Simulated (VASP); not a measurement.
Output of a VASP run:

### OSZICAR
```
       N       E                     dE             d eps       ncg     rms          rms(c)
DAV:   1     0.739952417782E+02    0.73995E+02   -0.72095E+03    28   0.941E+02
DAV:   2    -0.125669419631E+02   -0.86562E+02   -0.84217E+02    56   0.150E+02
DAV:   3    -0.172499543282E+02   -0.46830E+01   -0.46388E+01    34   0.409E+01
DAV:   4    -0.173072294335E+02   -0.57275E-01   -0.57267E-01    40   0.564E+00
DAV:   5    -0.173084979496E+02   -0.12685E-02   -0.12685E-02    28   0.706E-01    0.108E+01
DAV:   6    -0.171448636619E+02    0.16363E+00   -0.88565E-02    28   0.172E+00    0.665E+00
DAV:   7    -0.171071339138E+02    0.37730E-01   -0.16835E-01    28   0.275E+00    0.282E-01
DAV:   8    -0.171089294033E+02   -0.17955E-02   -0.46262E-03    28   0.481E-01    0.146E-01
DAV:   9    -0.171097469702E+02   -0.81757E-03   -0.97643E-04    28   0.220E-01    0.319E-02
DAV:  10    -0.171098166577E+02   -0.69687E-04   -0.40456E-05    40   0.503E-02    0.199E-02
DAV:  11    -0.171098393915E+02   -0.22734E-04   -0.32702E-05    28   0.448E-02    0.605E-03
DAV:  12    -0.171098388496E+02    0.54193E-06   -0.12571E-06    20   0.854E-03
   1 F= -.17109839E+02 E0= -.17109839E+02  d E =-.175281E-15
```

**OUTCAR**
```
------------------------ aborting loop because EDIFF is reached ----------------------------------------
  FORCE on cell =-STRESS in cart. coord.  units (eV):
  Direction    XX          YY          ZZ          XY          YZ          ZX
  --------------------------------------------------------------------------------------
  Total        0.7108461     -0.6388105     11.0304929     -0.1237901      0.0022954      0.9958066
  in kB       14.3245756    -12.8729529    222.2803562     -2.4945487      0.0462566     20.0669399
  external PRESSURE =      74.5773263 kB  Pullay stress =       0.0000000 kB
  volume of cell :       79.51
      direct lattice vectors                 reciprocal lattice vectors
     1.676082000 -5.313683000  0.000000000     0.298314760 -0.094096693  0.000000000
     1.676082000  5.313683000  0.000000000     0.298314760  0.094096693  0.000000000
     0.000000000  0.000000000  4.463582000     0.000000000  0.000000000  0.224035315
 POSITION                                       TOTAL-FORCE (eV/Angst)
 -----------------------------------------------------------------------------------
      1.67608      4.23288      4.10382         0.054230     -1.100632      2.543246
      1.67608      1.08080      1.87203         0.576812      1.099740      2.563748
      1.67608     -1.08080      2.59156         0.006432     -1.100174     -2.543315
      1.70870     -4.23288      0.35976        -0.637474      1.101066     -2.563680
 -----------------------------------------------------------------------------------
    total drift:                               -0.000012      0.000005      0.000010
  FREE ENERGIE OF THE ION-ELECTRON SYSTEM (eV)
  ---------------------------------------------------
  free  energy   TOTEN  =       -17.1098388496 eV

  energy  without entropy=      -17.1098388496  energy(sigma->0) =      -17.10983885
```
(Selected blocks of OUTCAR.)

POSCAR:
```
P
1
    1.6760820000    -5.3136830000     0.0000000000
    1.6760820000     5.3136830000     0.0000000000
    0.0000000000     0.0000000000     4.4635820000
P
4
Direct
  0.1017000000   0.8983000000   0.9194000000
  0.3983000000   0.6017000000   0.4194000000
  0.6017000000   0.3983000000   0.5806000000
  0.9080300000   0.1114300000   0.0806000000
```

**Question.** Reconstruct the remaining input files.

**Answer.** One answer among several that fit: the input of the run itself, PBE GGA, plane waves, VASP's PBE PAW potentials (set 64).

KPOINTS:
```
Automatic
0
gamma
 1 1 1
0 0 0
```

### INCAR
```
! general
SYSTEM = P
PREC   = Accurate
ENCUT  = 400
LREAL  = .FALSE.
LASPH  = .TRUE.

! electronic loop
EDIFF  = 1E-6
NELM   = 100
ALGO   = Normal

! smearing
ISMEAR = 0
SIGMA  = 0.05

! functional
GGA    = PE

! ions
ISIF   = 2

! output
LWAVE  = .FALSE.
LCHARG = .FALSE.
```

POTCAR, in this order: P (PBE.64 set). Program: vasp_std.

The compound is P in the black structure. The cell was not relaxed at this level, atoms are displaced from their ideal sites. The k-mesh is coarse (spacing up to 1.97 per Å, 2π included), so the numbers may not be converged in it. The run is one of a series of settings (KPOINTS 1×1×1 Γ-centred mesh against the base run), some of them coarse on purpose.
